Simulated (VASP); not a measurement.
Ni₃Fe (L1_2): computed properties

Computed with LDA (Ceperley-Alder, Perdew-Zunger), VASP's LDA PAW potentials (set 64) (plane waves; VASP).

```yaml
space_group: Pm-3m (221)
cell: a = b = c = 3.442 Å, α = β = γ = 90.00°
volume_per_atom: 10.20 Å³/atom
band gap (over mesh and band path): none (metal, semimetal or under 0.01 eV)
cell_moment: 4.41 μB
band_gap_with_spin_orbit_coupling: none (metallic)
density: 9.44 g/cm³
```

```
FeNi3
1.0
    3.44231     0.00000     0.00000
    0.00000     3.44231     0.00000
    0.00000     0.00000     3.44231
Fe Ni
1 3
Direct
  0.00000   0.00000   0.00000
  0.00000   0.50000   0.50000
  0.50000   0.00000   0.50000
  0.50000   0.50000   0.00000
```
Starting moments (μB, in the order of the record's atoms Fe Ni Ni Ni): 2.7 0.6 0.6 0.6.

The compound is Ni3Fe in the L1_2 structure. It was relaxed first, which changed the volume by -9 %. Symmetry was kept, so distortions that lower it aren't found.
